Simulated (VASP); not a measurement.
Here is the system:

```
CELL_PARAMETERS angstrom
      0.00000     2.28783     2.28783
      2.28783     0.00000     2.28783
      2.28783     2.28783     0.00000
ATOMIC_POSITIONS crystal
  Hf 0.00000 0.00000 0.00000
  C  0.50000 0.50000 0.50000
```

Computed with PBEsol GGA, VASP's PBE PAW potentials (set 64) (plane waves; VASP 6.6.1). Run with 620 eV cut-off, 14×14×14 Γ-centred mesh, first-order Methfessel-Paxton smearing of 0.10 eV, potentials Hf_pv C.

Unless said otherwise, spin-orbit coupling is left out, though it shifts the bands of the heavy elements here.

What does the run give for the energy per atom (σ→0), pressure, band gap (on the k-mesh) with the smallest direct gap where there is one?

| Quantity | Result |
|---|---|
| band gap (on the k-mesh) | none (metal, semimetal or under 0.01 eV) |
| energy per atom (σ→0) | -11.095 eV/atom |
| pressure | 4.95 GPa |

Only differences to runs with the same potentials and settings are physical.

The compound is HfC in the rock salt structure. It was relaxed first under an external pressure of 5 GPa.
